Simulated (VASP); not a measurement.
# MnO2: structure and properties in VASP, part 5 of 9

Wanted: the relaxed cell of MnO2 and its properties. The start is a computed cell from the Materials Project.

VASP 6.6.1, plane waves and PAW; the level of theory is named at each step.

Still holding for the runs below: The magnetic state follows from one typed start and may not be the lowest. Experiment finds antiferromagnetic order in this phase (a transition is listed at 92.7 K, arxiv:2401.02109), so this ferromagnetic run describes another state. The electron count would fill whole bands, but the bands touch or overlap. That can be a semimetal, a small gap that the functional closes or, with several bands partly filled, an ordinary metal.

So far. Step 4 (Single point with fields (PBE + U)): In this run the pressure is 0.10 GPa, small enough to go on; single stress components reach 0.11 GPa. Step 5 (Band structure (PBE + U)): There is no gap at this level; the bands overlap by 0.14 eV. Semilocal levels underestimate gaps, so a small one may be lost here.

## 6. Total and projected DOS (PBE + U)

Level of this step: PBE, DFT+U (Mn d 1 eV), spin-polarised from a ferromagnetic start; plane waves and PAW (Mn_pv, O) (VASP).

A density of states needs more k-points than a total energy, and tetrahedra (ISMEAR = -5) or a smearing that fits the mesh; LORBIT projects the states on the PAW spheres. The mesh is finer than in the run before.

INCAR reads:

```
SYSTEM = MnO2
PREC = Accurate
ENCUT = 520
EDIFF = 1E-06
NELM = 100
ISMEAR = -5
SIGMA = 0.05
LREAL = .FALSE.
ALGO = Normal
GGA = PE
NBANDS = 44
ISPIN = 2
MAGMOM = 2.799 2.799 0.054 0.054 0.054 0.054
LDAU = .TRUE.
LDAUTYPE = 2
LDAUL = 2 -1
LDAUU = 1 0
LDAUJ = 0 0
LDAUPRINT = 1
LASPH = .TRUE.
LMAXMIX = 4
LORBIT = 11
LWAVE = .FALSE.
LCHARG = .FALSE.
KPAR = 2
NEDOS = 2001
```

POSCAR reads:

```
MnO2
1.0
    4.4515689296      0.0000000000      0.0000000000
    0.0000000000      4.4515689296      0.0000000000
    0.0000000000      0.0000000000      2.8954388431
Mn O
2 4
Direct
    0.5000000000      0.5000000000      0.5000000000
    0.0000000000      0.0000000000      0.0000000000
    0.8055697410      0.1944302590      0.5000000000
    0.6944302590      0.6944302590      0.0000000000
    0.1944302590      0.8055697410      0.5000000000
    0.3055697410      0.3055697410      0.0000000000
```

KPOINTS reads:

```
Automatic mesh
0
Gamma
7 7 10
0 0 0
```

PAW data sets: Mn_pv and O (PBE family, release 64).

Launch:

```
$ mpirun -np 2 vasp_std
```

The log of the run:

```text
[... set-up lines as in an earlier step ...]
 entering main loop
       N       E                     dE             d eps       ncg     rms          rms(c)
DAV:   1     0.603203417496E+03    0.60320E+03   -0.25864E+04 10832   0.135E+03
DAV:   2    -0.528476567655E+01   -0.60849E+03   -0.55205E+03 10748   0.417E+02
DAV:   3    -0.612757494661E+02   -0.55991E+02   -0.54666E+02 11964   0.138E+02
DAV:   4    -0.622135980854E+02   -0.93785E+00   -0.93564E+00 11716   0.185E+01
DAV:   5    -0.622209838720E+02   -0.73858E-02   -0.73853E-02 11416   0.168E+00    0.424E+01
DAV:   6    -0.565837148827E+02    0.56373E+01   -0.59423E+01 12488   0.817E+01    0.564E+01
DAV:   7    -0.489600882040E+02    0.76236E+01   -0.51347E+01 11288   0.818E+01    0.202E+01
DAV:   8    -0.465266852147E+02    0.24334E+01   -0.36168E+00 11684   0.191E+01    0.755E+00
DAV:   9    -0.462734765282E+02    0.25321E+00   -0.77833E-01 13260   0.867E+00    0.359E+00
DAV:  10    -0.462788439868E+02   -0.53675E-02   -0.19388E-01 11280   0.241E+00    0.165E+00
DAV:  11    -0.462770652858E+02    0.17787E-02   -0.12285E-02 11576   0.924E-01    0.752E-01
DAV:  12    -0.462776976170E+02   -0.63233E-03   -0.16179E-03 11240   0.289E-01    0.240E-01
DAV:  13    -0.462772757811E+02    0.42184E-03   -0.52850E-04 11512   0.284E-01    0.100E-01
DAV:  14    -0.462772768481E+02   -0.10670E-05   -0.19051E-04 11420   0.123E-01    0.275E-02
DAV:  15    -0.462772850302E+02   -0.81820E-05   -0.27855E-05 11284   0.345E-02    0.214E-02
DAV:  16    -0.462772850569E+02   -0.26728E-07   -0.59913E-06 10388   0.218E-02
   1 F= -.46277285E+02 E0= -.46277285E+02  d E =0.000000E+00  mag=     5.9998
 -----------------------------------------------------------------------------
|                                                                             |
|           W    W    AA    RRRRR   N    N  II  N    N   GGGG   !!!           |
|           W    W   A  A   R    R  NN   N  II  NN   N  G    G  !!!           |
|           W    W  A    A  R    R  N N  N  II  N N  N  G       !!!           |
|           W WW W  AAAAAA  RRRRR   N  N N  II  N  N N  G  GGG   !            |
|           WW  WW  A    A  R   R   N   NN  II  N   NN  G    G                |
|           W    W  A    A  R    R  N    N  II  N    N   GGGG   !!!           |
|                                                                             |
|     Tetrahedron method does not include variations of the Fermi             |
|     occupations, so forces and stress will be inaccurate. We suggest        |
|     using a different smearing scheme ISMEAR = 1 or 2 for metals in         |
|     relaxations.                                                            |
|                                                                             |
 -----------------------------------------------------------------------------
```

Wall time 3 min (2 MPI ranks of AMD EPYC 7R43, shared host); peak memory 0.63 GiB.

From OUTCAR (step 6):

```text
   k-points           NKPTS =     60   k-points in BZ     NKDIM =     60   number of bands    NBANDS=     44

   NELECT =      50.0000    total number of electrons

atom =   1  type =  1  l = 2

 onsite density matrix

spin component  1

  0.6019  0.0000 -0.1978  0.0000 -0.0000
  0.0000  0.7133  0.0000 -0.2386  0.0000
 -0.1978  0.0000  0.8228  0.0000 -0.0000
  0.0000 -0.2386  0.0000  0.7133  0.0000
 -0.0000  0.0000 -0.0000  0.0000  0.9640

spin component  2

  0.2529  0.0000  0.1037  0.0000  0.0000
  0.0000  0.2510  0.0000  0.1055  0.0000
  0.1037  0.0000  0.1542  0.0000 -0.0000
  0.0000  0.1055  0.0000  0.2510  0.0000
  0.0000  0.0000 -0.0000  0.0000  0.1555

 occupancies and eigenvectors

  o =  0.0887  v =  0.0000  0.0000  0.0000  0.0000  0.0000 -0.5341 -0.0000  0.8454  0.0000  0.0000      0.0000  0.0000  0.0000  0.0000  0.0000  0.0000  0.0000  0.0000  0.0000  0.0000
  o =  0.1455  v =  0.0000  0.0000  0.0000  0.0000  0.0000  0.0000 -0.7071 -0.0000  0.7071  0.0000      0.0000  0.0000  0.0000  0.0000  0.0000  0.0000  0.0000  0.0000  0.0000  0.0000
  o =  0.1555  v =  0.0000  0.0000  0.0000  0.0000  0.0000  0.0000  0.0000 -0.0000 -0.0000  1.0000      0.0000  0.0000  0.0000  0.0000  0.0000  0.0000  0.0000  0.0000  0.0000  0.0000
  o =  0.3184  v =  0.0000  0.0000  0.0000  0.0000  0.0000 -0.8454 -0.0000 -0.5341  0.0000  0.0000      0.0000  0.0000  0.0000  0.0000  0.0000  0.0000  0.0000  0.0000  0.0000  0.0000
  o =  0.3565  v =  0.0000  0.0000  0.0000  0.0000  0.0000  0.0000  0.7071 -0.0000  0.7071  0.0000      0.0000  0.0000  0.0000  0.0000  0.0000  0.0000  0.0000  0.0000  0.0000  0.0000
  o =  0.4746  v =  0.0000 -0.7071  0.0000 -0.7071  0.0000  0.0000  0.0000  0.0000  0.0000  0.0000      0.0000  0.0000  0.0000  0.0000  0.0000  0.0000  0.0000  0.0000  0.0000  0.0000
  o =  0.4859  v = -0.8624  0.0000 -0.5062  0.0000 -0.0000  0.0000  0.0000  0.0000  0.0000  0.0000      0.0000  0.0000  0.0000  0.0000  0.0000  0.0000  0.0000  0.0000  0.0000  0.0000
  o =  0.9389  v = -0.5062  0.0000  0.8624  0.0000  0.0000  0.0000  0.0000  0.0000  0.0000  0.0000      0.0000  0.0000  0.0000  0.0000  0.0000  0.0000  0.0000  0.0000  0.0000  0.0000
  o =  0.9519  v =  0.0000  0.7071  0.0000 -0.7071 -0.0000  0.0000  0.0000  0.0000  0.0000  0.0000      0.0000  0.0000  0.0000  0.0000  0.0000  0.0000  0.0000  0.0000  0.0000  0.0000
  o =  0.9640  v =  0.0000  0.0000 -0.0000  0.0000  1.0000  0.0000  0.0000  0.0000  0.0000  0.0000      0.0000  0.0000  0.0000  0.0000  0.0000  0.0000  0.0000  0.0000  0.0000  0.0000

atom =   2  type =  1  l = 2

 onsite density matrix

spin component  1

  0.6019  0.0000  0.1978  0.0000 -0.0000
  0.0000  0.7133  0.0000  0.2386  0.0000
  0.1978  0.0000  0.8228  0.0000 -0.0000
  0.0000  0.2386  0.0000  0.7133  0.0000
 -0.0000  0.0000 -0.0000  0.0000  0.9640

spin component  2

  0.2529  0.0000 -0.1037  0.0000  0.0000
  0.0000  0.2510  0.0000 -0.1055  0.0000
 -0.1037  0.0000  0.1542  0.0000  0.0000
  0.0000 -0.1055  0.0000  0.2510  0.0000
  0.0000  0.0000  0.0000  0.0000  0.1555

 occupancies and eigenvectors

  o =  0.0887  v =  0.0000  0.0000  0.0000  0.0000  0.0000 -0.5341  0.0000 -0.8454  0.0000  0.0000      0.0000  0.0000  0.0000  0.0000  0.0000  0.0000  0.0000  0.0000  0.0000  0.0000
  o =  0.1455  v =  0.0000  0.0000  0.0000  0.0000  0.0000 -0.0000 -0.7071 -0.0000 -0.7071 -0.0000      0.0000  0.0000  0.0000  0.0000  0.0000  0.0000  0.0000  0.0000  0.0000  0.0000
  o =  0.1555  v =  0.0000  0.0000  0.0000  0.0000  0.0000 -0.0000  0.0000 -0.0000  0.0000 -1.0000      0.0000  0.0000  0.0000  0.0000  0.0000  0.0000  0.0000  0.0000  0.0000  0.0000
  o =  0.3184  v =  0.0000  0.0000  0.0000  0.0000  0.0000 -0.8454 -0.0000  0.5341  0.0000  0.0000      0.0000  0.0000  0.0000  0.0000  0.0000  0.0000  0.0000  0.0000  0.0000  0.0000
  o =  0.3565  v =  0.0000  0.0000  0.0000  0.0000  0.0000  0.0000 -0.7071 -0.0000  0.7071 -0.0000      0.0000  0.0000  0.0000  0.0000  0.0000  0.0000  0.0000  0.0000  0.0000  0.0000
  o =  0.4746  v =  0.0000  0.7071  0.0000 -0.7071 -0.0000  0.0000  0.0000  0.0000  0.0000  0.0000      0.0000  0.0000  0.0000  0.0000  0.0000  0.0000  0.0000  0.0000  0.0000  0.0000
  o =  0.4859  v =  0.8624 -0.0000 -0.5062  0.0000 -0.0000  0.0000  0.0000  0.0000  0.0000  0.0000      0.0000  0.0000  0.0000  0.0000  0.0000  0.0000  0.0000  0.0000  0.0000  0.0000
  o =  0.9389  v = -0.5062 -0.0000 -0.8624  0.0000 -0.0000  0.0000  0.0000  0.0000  0.0000  0.0000      0.0000  0.0000  0.0000  0.0000  0.0000  0.0000  0.0000  0.0000  0.0000  0.0000
  o =  0.9519  v =  0.0000  0.7071  0.0000  0.7071 -0.0000  0.0000  0.0000  0.0000  0.0000  0.0000      0.0000  0.0000  0.0000  0.0000  0.0000  0.0000  0.0000  0.0000  0.0000  0.0000
  o =  0.9640  v =  0.0000 -0.0000  0.0000  0.0000 -1.0000  0.0000  0.0000  0.0000  0.0000  0.0000      0.0000  0.0000  0.0000  0.0000  0.0000  0.0000  0.0000  0.0000  0.0000  0.0000

 E-fermi :   4.7420

 spin component 1
 k-point     1 :       0.0000    0.0000    0.0000
  band No.  band energies     occupation
    ...
     24       3.4386      1.00000
     25       3.9131      1.00000
     26       3.9131      1.00000
     27       4.4319      1.00000
     28       4.4597      1.00000
     29       4.6227      0.10583
     30       7.6156      0.00000
     31       7.6156      0.00000
     32       8.2049      0.00000
     33      12.4389      0.00000
    ...

 k-point     2 :       0.1429    0.0000    0.0000
  band No.  band energies     occupation
    ...
     24       3.5047      1.00000
     25       3.6161      1.00000
     26       3.7842      1.00000
     27       4.3857      1.00000
     28       4.3859      1.00000
     29       5.1085     -0.00317
     30       7.5693      0.00000
     31       7.5864      0.00000
     32       8.1212      0.00000
     33      12.7260      0.00000
    ...

  Total       -0.0146170     -0.0146170     -0.0218039     -0.0000000      0.0000000      0.0000000
  in kB       -0.4081579     -0.4081579     -0.6088410     -0.0000000      0.0000000      0.0000000
  external PRESSURE =      -0.4750522 kB  Pullay stress =       0.0000000 kB

 POSITION                                       TOTAL-FORCE (eV/Angst)
 -----------------------------------------------------------------------------------
      2.22578      2.22578      1.44772        -0.000000      0.000000      0.000000
      0.00000      0.00000      0.00000        -0.000000      0.000000      0.000000
      3.58605      0.86552      1.44772        -0.006281      0.006281     -0.000000
      3.09130      3.09130      0.00000         0.006281      0.006281     -0.000000
      0.86552      3.58605      1.44772         0.006281     -0.006281      0.000000
      1.36026      1.36026      0.00000        -0.006281     -0.006281      0.000000
 -----------------------------------------------------------------------------------
    total drift:                                0.000000      0.000000      0.000000

  FREE ENERGIE OF THE ION-ELECTRON SYSTEM (eV)
  ---------------------------------------------------
  free  energy   TOTEN  =       -46.2772850569 eV

  energy  without entropy=      -46.2772850569  energy(sigma->0) =      -46.27728506

 magnetization (x)
# of ion       s       p       d       tot
------------------------------------------
    1        0.018   0.028   2.750   2.796
    2        0.018   0.028   2.750   2.796
    3       -0.000   0.055   0.000   0.055
    4       -0.000   0.055   0.000   0.055
    5       -0.000   0.055   0.000   0.055
    6       -0.000   0.055   0.000   0.055
--------------------------------------------------
tot          0.035   0.275   5.500   5.810

[... 7 parts as in an earlier step ...]

[... 14 further parts left out ...]
```

With tetrahedra the forces and stress of a metal are not exact derivatives of the energy.

Numbers from this step:

- SCF cycles: 16
- irreducible k-points: 60
- Fermi energy: 4.742 eV
- pressure: -0.04751 GPa
- moment of the cell, from the last line of the log: 6.000 μB
- DOS at the Fermi level, one point of the energy grid: 0.06943 states/eV/cell

The density of states has structure finer than the step of the table below, so its rows give means over 0.5 eV, whole bins alone (the curve runs from -12.0 to 7.98 eV). Peaks (eV: height): total up -4.01: 4.51, -3.69: 4.95, -1.27: 4.24, -0.37: 4.64; total down -4.95: 4.17, 1.51: 5.69, 1.76: 10.9, 2.46: 5.05; Mn d up -4.01: 1.98, -3.69: 2.38, -3.48: 2.25, -2.42: 2.48; Mn d down -4.91: 1.21, 1.51: 4.80, 1.76: 9.53, 2.46: 3.84; O p up -5.69: 1.61, -3.69: 1.65, -1.27: 2.45, -0.37: 2.31.

States under -12.0 eV and over 8.0 eV are left out. The density of states by energy, zero at the Fermi level; means over each step; values in states/eV/cell:

```tsv
energy (eV)	total up	total down	Mn d up	Mn d down	O p up	O p down
-8.0	0	0	0	0	0	0
-7.5	0.101	0	0.0274	0	0.0403	0
-7.0	0.944	0.0209	0.318	0.00244	0.368	0.0102
-6.5	2.24	0.475	0.703	0.0816	0.866	0.233
-6.0	2.95	1.88	1.02	0.297	1.16	0.947
-5.5	2.36	2.52	1.05	0.448	0.912	1.25
-5.0	1.85	2.81	0.648	0.781	0.748	1.36
-4.5	2.18	1.82	0.822	0.486	0.852	0.921
-4.0	3.43	1.81	1.47	0.313	1.26	0.987
-3.5	3.42	2.86	1.80	0.371	1.02	1.67
-3.0	2.42	2.09	1.32	0.242	0.699	1.27
-2.5	2.86	1.58	1.65	0.198	0.777	0.962
-2.0	1.93	2.21	1.12	0.352	0.544	1.32
-1.5	2.72	1.90	0.913	0.241	1.29	1.21
-1.0	2.56	1.67	0.616	0.116	1.45	1.16
-0.5	3.06	0.483	1.04	0.0257	1.55	0.347
0.0	1.06	0.0741	0.399	0.00412	0.513	0.0549
0.5	0.629	0.00122	0.461	0.00109	0.0888	2.2e-5
1.0	1.07	1.72	0.700	1.50	0.233	0.0798
1.5	1.35	4.78	0.812	4.08	0.356	0.338
2.0	1.01	2.96	0.576	2.42	0.312	0.333
2.5	1.97	3.50	1.05	2.66	0.722	0.567
3.0	1.81	2.04	0.955	1.51	0.714	0.345
3.5	0.136	1.62	0.0729	1.12	0.0546	0.340
4.0	0	2.28	0	1.47	0	0.628
4.5	0	1.43	0	0.911	0	0.440
5.0	0	0.131	0	0.0856	0	0.0398
5.5	0	0	0	0	0	0
```

The finer mesh and the other smearing move the Fermi level by -0.02 eV from the 5×5×7 run, a small shift, which tests the Fermi level alone. Of the states within 0.3 eV of the Fermi level, the largest shares in the PAW spheres are O p 51 % and Mn d 35 %. The rest lies in smaller channels or between the spheres.

(Part 5 of 9 ends here.)

[Lines on the potential files, build, host, timing and source positions are cut from VASP's logs without a mark.]

[Logs are printed without paths, hosts, clocks, repeated set-up lines and the standing remarks that a program may print on its own settings, such as how far it seeks lower states.]

[Hosts, paths, dates, database ids (printed as entryN), source tags and the programs' standing remarks are cut or masked in the printed files.]

[A measured line is paired with the nearest computed mode of its activity, which favours agreement.]

[In band tables of VASP the shares of atoms and orbitals are scaled to a sum of 1 inside the atoms' spheres.]
